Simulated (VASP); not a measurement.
Method: r2SCAN+rVV10, VASP's PBE PAW potentials (set 64) (plane waves; VASP).

Input for VASP

File KPOINTS_OPT:
```
k-points along high-symmetry lines
10
Line-mode
Reciprocal
  0.000000   0.000000   0.000000 ! GAMMA
  0.500000   0.000000   0.500000 ! X

  0.500000   0.000000   0.500000 ! X
  0.625000   0.250000   0.625000 ! U

  0.375000   0.375000   0.750000 ! K
  0.000000   0.000000   0.000000 ! GAMMA

  0.000000   0.000000   0.000000 ! GAMMA
  0.500000   0.500000   0.500000 ! L

  0.500000   0.500000   0.500000 ! L
  0.500000   0.250000   0.750000 ! W

  0.500000   0.250000   0.750000 ! W
  0.500000   0.000000   0.500000 ! X
```

POSCAR:
```
CaO
1
    0.0000000000     2.3972418825     2.3972418825
    2.3972418825     0.0000000000     2.3972418825
    2.3972418825     2.3972418825     0.0000000000
Ca O
1 1
Direct
  0.0000000000   0.0000000000   0.0000000000
  0.5000000000   0.5000000000   0.5000000000
```

**INCAR**
```
ISMEAR  =  -5
LASPH  =  T
LORBIT  =  11   ! lm-projected
NEDOS  =  601
NELM  =  100   ! most electronic steps
LCHARG  =  F
ISIF  =  2
LWAVE  =  F
PREC  =  Accurate
METAGGA  =  R2SCAN
BPARAM  =  11.95
ALGO  =  Normal   ! blocked Davidson
CPARAM  =  0.0093
LMIXTAU  =  T
LREAL  =  F   ! projection in real space or not
SYSTEM  =  CaO
EDIFF  =  1E-7
LUSE_VDW  =  T
ENCUT  =  520   ! plane-wave cut-off (eV)
```

**KPOINTS**
```
Automatic mesh
0
Gamma
11 11 11
0 0 0
```

POTCAR, in this order: Ca_sv O (PBE.64 set). Program: vasp_std.

Output of the run:

File OSZICAR:
```
       N       E                     dE             d eps       ncg     rms          rms(c)
DAV:   1     0.125505370222E+03    0.12551E+03   -0.88246E+03  1344   0.140E+03
DAV:   2    -0.182641159170E+02   -0.14377E+03   -0.13585E+03  1576   0.348E+02
DAV:   3    -0.246189215200E+02   -0.63548E+01   -0.63031E+01  1732   0.765E+01
DAV:   4    -0.248451237159E+02   -0.22620E+00   -0.22596E+00  1988   0.126E+01
DAV:   5    -0.248469869237E+02   -0.18632E-02   -0.18630E-02  1696   0.118E+00    0.761E+00
DAV:   6    -0.190592973030E+02    0.57877E+01   -0.54499E+00  1612   0.308E+01    0.276E+00
DAV:   7    -0.191467082347E+02   -0.87411E-01   -0.14774E+00  1860   0.119E+01    0.233E+00
DAV:   8    -0.199568036137E+02   -0.81010E+00   -0.18461E+00  1756   0.148E+01    0.225E+00
DAV:   9    -0.189408666313E+02    0.10159E+01   -0.83843E-01  1932   0.107E+01    0.248E-01
DAV:  10    -0.190353665381E+02   -0.94500E-01   -0.68034E-02  1616   0.307E+00    0.121E-01
DAV:  11    -0.190354954339E+02   -0.12890E-03   -0.11505E-03  1816   0.336E-01    0.117E-01
DAV:  12    -0.190345024067E+02    0.99303E-03   -0.27067E-04  1524   0.224E-01    0.133E-01
DAV:  13    -0.190332523417E+02    0.12501E-02   -0.89731E-03  1396   0.118E+00    0.213E-01
DAV:  14    -0.190383678162E+02   -0.51155E-02   -0.59909E-03  1664   0.757E-01    0.402E-01
DAV:  15    -0.190350677857E+02    0.33000E-02   -0.34081E-03  1380   0.590E-01    0.406E-01
DAV:  16    -0.190353055962E+02   -0.23781E-03   -0.38952E-04  1476   0.255E-01    0.396E-01
DAV:  17    -0.190351227936E+02    0.18280E-03   -0.14514E-03  1404   0.462E-01    0.242E-01
DAV:  18    -0.190349861968E+02    0.13660E-03   -0.10043E-03  1516   0.325E-01    0.114E-01
DAV:  19    -0.190350049949E+02   -0.18798E-04   -0.20161E-04  2124   0.167E-01    0.555E-02
DAV:  20    -0.190349940197E+02    0.10975E-04   -0.51549E-05  1576   0.784E-02    0.225E-02
DAV:  21    -0.190349894832E+02    0.45365E-05   -0.23149E-05  1688   0.550E-02    0.472E-03
DAV:  22    -0.190349885422E+02    0.94103E-06   -0.24158E-06  1748   0.156E-02    0.963E-04
DAV:  23    -0.190349881756E+02    0.36662E-06   -0.12554E-06  1376   0.142E-02    0.342E-03
DAV:  24    -0.190349889953E+02   -0.81974E-06   -0.40274E-07  1388   0.856E-03    0.952E-04
DAV:  25    -0.190349890905E+02   -0.95190E-07   -0.13285E-08   756   0.145E-03
   1 F= -.19034989E+02 E0= -.19034989E+02  d E =0.000000E+00
       N       E                     dE             ncg
       N       E                     dE             ncg
```

**OUTCAR**
```
------------------------ aborting loop because EDIFF is reached ----------------------------------------
  FORCE on cell =-STRESS in cart. coord.  units (eV):
  Direction    XX          YY          ZZ          XY          YZ          ZX
  --------------------------------------------------------------------------------------
  Total        0.0033532      0.0033532      0.0033532     -0.0000000      0.0000000     -0.0000000
  in kB        0.1949882      0.1949882      0.1949882     -0.0000000      0.0000000     -0.0000000
  external PRESSURE =       0.1949882 kB  Pullay stress =       0.0000000 kB
  volume of cell :       27.55
      direct lattice vectors                 reciprocal lattice vectors
     0.000000000  2.397241882  2.397241882    -0.208573029  0.208573029  0.208573029
     2.397241882  0.000000000  2.397241882     0.208573029 -0.208573029  0.208573029
     2.397241882  2.397241882  0.000000000     0.208573029  0.208573029 -0.208573029
  FREE ENERGIE OF THE ION-ELECTRON SYSTEM (eV)
  ---------------------------------------------------
  free  energy   TOTEN  =       -19.0349890905 eV

  energy  without entropy=      -19.0349890905  energy(sigma->0) =      -19.03498909

 total charge

# of ion       s       p       d       tot
------------------------------------------
    1        2.037   5.883   0.284   8.205
    2        1.553   3.479   0.000   5.032
--------------------------------------------------
tot          3.590   9.362   0.284  13.236
```
(Selected blocks of OUTCAR.)

The compound is CaO in the rock salt structure. It was relaxed first.
